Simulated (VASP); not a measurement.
These are r2SCAN meta-GGA, VASP's PBE PAW potentials (set 64) (plane waves; VASP) values and carry that method's errors.

A VASP calculation is set up with these files.

### POSCAR
```
NaF
1
    0.0000000000     2.3150000000     2.3150000000
    2.3150000000     0.0000000000     2.3150000000
    2.3150000000     2.3150000000     0.0000000000
Na F
1 1
Direct
  0.0000000000   0.0000000000   0.0000000000
  0.5000000000   0.5000000000   0.5000000000
```

**KPOINTS**
```
Automatic
0
G
 9 9 9
0 0 0
```

INCAR:
```
SYSTEM  =  NaF
PREC  =  Accurate; ENCUT  =  530; LREAL  =  .False.
LASPH  =  .True.
EDIFF  =  1E-6; NELM  =  100; ALGO  =  Normal
LMIXTAU  =  .True.
ISMEAR  =  0; SIGMA  =  0.05
METAGGA  =  R2SCAN
IBRION  =  2; NSW  =  60; ISIF  =  3
EDIFFG  =  -0.01
LWAVE  =  .False.; LCHARG  =  .False.
```

POTCAR, in this order: Na_pv F (PBE.64 set). Program: vasp_std.

Output of the run:

**OSZICAR**
```
       N       E                     dE             d eps       ncg     rms          rms(c)
DAV:   1     0.112065401330E+03    0.11207E+03   -0.85681E+03   776   0.161E+03
DAV:   2    -0.918731097951E+01   -0.12125E+03   -0.11209E+03   813   0.389E+02
DAV:   3    -0.160357360200E+02   -0.68484E+01   -0.68278E+01   899   0.919E+01
DAV:   4    -0.161125484177E+02   -0.76812E-01   -0.76800E-01   878   0.105E+01
DAV:   5    -0.161135068404E+02   -0.95842E-03   -0.95841E-03   878   0.120E+00    0.480E+00
DAV:   6    -0.127079038296E+02    0.34056E+01   -0.15787E+00  1006   0.177E+01    0.157E+00
DAV:   7    -0.125849900111E+02    0.12291E+00   -0.94821E-01   770   0.135E+01    0.164E+00
DAV:   8    -0.130680643888E+02   -0.48307E+00   -0.39224E-01   770   0.969E+00    0.600E-01
DAV:   9    -0.122919796281E+02    0.77608E+00   -0.18825E-01   770   0.497E+00    0.901E-01
DAV:  10    -0.126394705844E+02   -0.34749E+00   -0.28740E-01   770   0.629E+00    0.313E-01
DAV:  11    -0.126300066575E+02    0.94639E-02   -0.64110E-03   893   0.933E-01    0.333E-01
DAV:  12    -0.125961860219E+02    0.33821E-01   -0.89348E-03   770   0.170E+00    0.107E-01
DAV:  13    -0.125975236145E+02   -0.13376E-02   -0.10789E-03   863   0.426E-01    0.357E-02
DAV:  14    -0.125993781055E+02   -0.18545E-02   -0.44669E-04   773   0.341E-01    0.366E-02
DAV:  15    -0.125993115497E+02    0.66556E-04   -0.26408E-04   782   0.207E-01    0.851E-03
DAV:  16    -0.125994219543E+02   -0.11040E-03   -0.92571E-05   779   0.141E-01    0.162E-02
DAV:  17    -0.125994178877E+02    0.40666E-05   -0.21966E-05   863   0.598E-02    0.273E-03
DAV:  18    -0.125994148000E+02    0.30877E-05   -0.43976E-06   776   0.299E-02    0.407E-03
DAV:  19    -0.125994122847E+02    0.25154E-05   -0.26402E-06   785   0.271E-02    0.558E-04
DAV:  20    -0.125994111189E+02    0.11658E-05   -0.13888E-07   439   0.541E-03    0.390E-04
DAV:  21    -0.125994114552E+02   -0.33631E-06   -0.12063E-08   406   0.158E-03
   1 F= -.12599411E+02 E0= -.12599411E+02  d E =-.125994E+02
       N       E                     dE             d eps       ncg     rms          rms(c)
DAV:   1    -0.126544419117E+02   -0.55031E-01   -0.10350E+00   899   0.175E+01    0.175E+00
DAV:   2    -0.126074641135E+02    0.46978E-01   -0.15961E-01   776   0.442E+00    0.500E-01
DAV:   3    -0.126040945379E+02    0.33696E-02   -0.67261E-03   788   0.175E+00    0.242E-01
DAV:   4    -0.126003645475E+02    0.37300E-02   -0.23371E-03   770   0.140E+00    0.419E-02
DAV:   5    -0.126033001501E+02   -0.29356E-02   -0.12275E-03   770   0.542E-01    0.858E-03
DAV:   6    -0.126036453572E+02   -0.34521E-03   -0.10608E-04   770   0.182E-01    0.598E-03
DAV:   7    -0.126036680164E+02   -0.22659E-04   -0.19216E-05   782   0.738E-02    0.415E-03
DAV:   8    -0.126036713988E+02   -0.33824E-05   -0.17016E-05   770   0.551E-02    0.192E-03
DAV:   9    -0.126036859008E+02   -0.14502E-04   -0.49035E-06   770   0.335E-02    0.719E-04
DAV:  10    -0.126036883458E+02   -0.24450E-05   -0.57224E-07   797   0.138E-02    0.261E-04
DAV:  11    -0.126036887816E+02   -0.43575E-06   -0.28132E-08   406   0.273E-03
   2 F= -.12603689E+02 E0= -.12603689E+02  d E =-.427733E-02
       N       E                     dE             d eps       ncg     rms          rms(c)
DAV:   1    -0.126109467948E+02   -0.72584E-02   -0.13616E-01   893   0.641E+00    0.631E-01
DAV:   2    -0.126048962019E+02    0.60506E-02   -0.20703E-02   773   0.159E+00    0.181E-01
DAV:   3    -0.126044793581E+02    0.41684E-03   -0.85159E-04   785   0.640E-01    0.869E-02
DAV:   4    -0.126039972122E+02    0.48215E-03   -0.30613E-04   770   0.510E-01    0.151E-02
DAV:   5    -0.126043801211E+02   -0.38291E-03   -0.15948E-04   770   0.196E-01    0.290E-03
DAV:   6    -0.126044173148E+02   -0.37194E-04   -0.12121E-05   770   0.615E-02    0.196E-03
DAV:   7    -0.126044254925E+02   -0.81777E-05   -0.23674E-06   776   0.263E-02    0.136E-03
DAV:   8    -0.126044263227E+02   -0.83017E-06   -0.17222E-06   776   0.177E-02
   3 F= -.12604426E+02 E0= -.12604426E+02  d E =-.501487E-02
       N       E                     dE             d eps       ncg     rms          rms(c)
DAV:   1    -0.126311386593E+02   -0.26713E-01   -0.54597E-01   893   0.128E+01    0.127E+00
DAV:   2    -0.126065585096E+02    0.24580E-01   -0.82511E-02   773   0.317E+00    0.364E-01
DAV:   3    -0.126048496924E+02    0.17088E-02   -0.34478E-03   788   0.127E+00    0.175E-01
DAV:   4    -0.126030135174E+02    0.18362E-02   -0.11775E-03   770   0.100E+00    0.294E-02
DAV:   5    -0.126044255535E+02   -0.14120E-02   -0.59846E-04   770   0.381E-01    0.613E-03
DAV:   6    -0.126045688323E+02   -0.14328E-03   -0.46964E-05   770   0.123E-01    0.397E-03
DAV:   7    -0.126045857779E+02   -0.16946E-04   -0.90154E-06   782   0.508E-02    0.279E-03
DAV:   8    -0.126045885432E+02   -0.27653E-05   -0.68768E-06   770   0.352E-02    0.119E-03
DAV:   9    -0.126045972417E+02   -0.86985E-05   -0.18815E-06   770   0.214E-02    0.518E-04
DAV:  10    -0.126045985092E+02   -0.12676E-05   -0.29847E-07   788   0.101E-02    0.162E-04
DAV:  11    -0.126045987640E+02   -0.25476E-06   -0.99907E-09   385   0.169E-03
   4 F= -.12604599E+02 E0= -.12604599E+02  d E =-.518731E-02
       N       E                     dE             d eps       ncg     rms          rms(c)
DAV:   1    -0.126132733382E+02   -0.86748E-02   -0.17372E-01   893   0.731E+00    0.709E-01
DAV:   2    -0.126053311555E+02    0.79422E-02   -0.26028E-02   773   0.177E+00    0.203E-01
DAV:   3    -0.126048542219E+02    0.47693E-03   -0.10429E-03   785   0.731E-01    0.972E-02
DAV:   4    -0.126043075845E+02    0.54664E-03   -0.39642E-04   770   0.582E-01    0.169E-02
DAV:   5    -0.126046889669E+02   -0.38138E-03   -0.20645E-04   770   0.227E-01    0.308E-03
DAV:   6    -0.126047390635E+02   -0.50097E-04   -0.13315E-05   770   0.651E-02    0.202E-03
DAV:   7    -0.126047292936E+02    0.97699E-05   -0.29285E-06   776   0.296E-02    0.138E-03
DAV:   8    -0.126047306800E+02   -0.13864E-05   -0.14900E-06   779   0.166E-02    0.569E-04
DAV:   9    -0.126047262848E+02    0.43952E-05   -0.31963E-07   770   0.952E-03    0.395E-04
DAV:  10    -0.126047265626E+02   -0.27782E-06   -0.12139E-07   767   0.649E-03
   5 F= -.12604727E+02 E0= -.12604727E+02  d E =-.531511E-02
```

**OUTCAR**
```
------------------------ aborting loop because EDIFF is reached ----------------------------------------
  FORCE on cell =-STRESS in cart. coord.  units (eV):
  Direction    XX          YY          ZZ          XY          YZ          ZX
  --------------------------------------------------------------------------------------
  Total       -0.0004606     -0.0004606     -0.0004606      0.0000000      0.0000000      0.0000000
  in kB       -0.0307647     -0.0307647     -0.0307647      0.0000000      0.0000000      0.0000000
  external PRESSURE =      -0.0307647 kB  Pullay stress =       0.0000000 kB
  volume of cell :       23.99
      direct lattice vectors                 reciprocal lattice vectors
    -0.000000000  2.289091755  2.289091755    -0.218427243  0.218427243  0.218427243
     2.289091755  0.000000000  2.289091755     0.218427243 -0.218427243  0.218427243
     2.289091755  2.289091755  0.000000000     0.218427243  0.218427243 -0.218427243
  FREE ENERGIE OF THE ION-ELECTRON SYSTEM (eV)
  ---------------------------------------------------
  free  energy   TOTEN  =       -12.6047265626 eV

  energy  without entropy=      -12.6047265626  energy(sigma->0) =      -12.60472656

 reached required accuracy - stopping structural energy minimisation
```
(Selected blocks of OUTCAR.)

### CONTCAR
```
NaF
   1.00000000000000
    -0.0000000000000000    2.2890917546015017    2.2890917546015017
     2.2890917546015017    0.0000000000000000    2.2890917546015017
     2.2890917546015017    2.2890917546015017    0.0000000000000000
  Na              F
     1     1
Direct
     0.0000000000000000    0.0000000000000000    0.0000000000000000
     0.5000000000000000    0.5000000000000000    0.5000000000000000
```

Energy and stress use the plane-wave basis of the starting cell.

The compound is NaF in the rock salt structure. This run relaxes it. Symmetry was kept, so distortions that lower it aren't found.
